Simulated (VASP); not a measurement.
OSZICAR of a VASP run on WS2:

**OSZICAR**
```
       N       E                     dE             d eps       ncg     rms          rms(c)
DAV:   1     0.157931661016E+03    0.15793E+03   -0.11320E+04   672   0.110E+03
DAV:   2    -0.149368859974E+02   -0.17287E+03   -0.17071E+03   742   0.271E+02
DAV:   3    -0.263637412673E+02   -0.11427E+02   -0.11397E+02   752   0.690E+01
DAV:   4    -0.265466514227E+02   -0.18291E+00   -0.18270E+00   751   0.986E+00
DAV:   5    -0.265512018062E+02   -0.45504E-02   -0.45485E-02   765   0.148E+00    0.282E+01
DAV:   6    -0.254449493154E+02    0.11063E+01   -0.63710E+00   639   0.187E+01    0.117E+01
DAV:   7    -0.253193913463E+02    0.12556E+00   -0.19668E+00   671   0.784E+00    0.465E+00
DAV:   8    -0.252518218696E+02    0.67569E-01   -0.38873E-01   666   0.447E+00    0.113E+00
DAV:   9    -0.252507793955E+02    0.10425E-02   -0.19726E-02   717   0.979E-01    0.615E-01
DAV:  10    -0.252493523437E+02    0.14271E-02   -0.84777E-03   661   0.729E-01    0.642E-02
DAV:  11    -0.252492023278E+02    0.15002E-03   -0.70540E-04   694   0.205E-01    0.752E-02
DAV:  12    -0.252491595061E+02    0.42822E-04   -0.14534E-04   707   0.756E-02    0.240E-02
DAV:  13    -0.252490489015E+02    0.11060E-03   -0.24797E-04   688   0.698E-02    0.123E-02
DAV:  14    -0.252491005343E+02   -0.51633E-04   -0.48227E-05   709   0.338E-02    0.122E-02
DAV:  15    -0.252491347707E+02   -0.34236E-04   -0.18638E-05   645   0.253E-02    0.119E-02
DAV:  16    -0.252491732072E+02   -0.38436E-04   -0.13370E-05   664   0.119E-02    0.105E-02
DAV:  17    -0.252492036106E+02   -0.30403E-04   -0.14616E-06   539   0.530E-03    0.505E-03
DAV:  18    -0.252492479498E+02   -0.44339E-04   -0.35760E-06   579   0.521E-03    0.280E-03
DAV:  19    -0.252492581713E+02   -0.10221E-04   -0.76730E-07   534   0.252E-03    0.161E-03
DAV:  20    -0.252492612358E+02   -0.30646E-05   -0.20753E-07   460   0.148E-03    0.535E-04
DAV:  21    -0.252492620445E+02   -0.80870E-06   -0.44649E-08   355   0.603E-04
   1 F= -.25249262E+02 E0= -.25249262E+02  d E =-.252493E+02
```

Which electronic solver shows in the log?

It is blocked Davidson (ALGO = Normal, or the opening steps of other solvers). The INCAR had ALGO = Normal.

Can the final energy be trusted as converged?

The calculation finished and met its thresholds. It stopped with EDIFF = 1E-6, NELM = 100, NSW = 60 and EDIFFG = -0.02 after 1 ionic step (PBEsol GGA, plane waves, VASP's PBE PAW potentials (set 64)). The cell holds a wide vacuum, so values per volume refer to the whole cell.

The cell is a sheet with vacuum, built from a database entry that may be metastable or hypothetical.
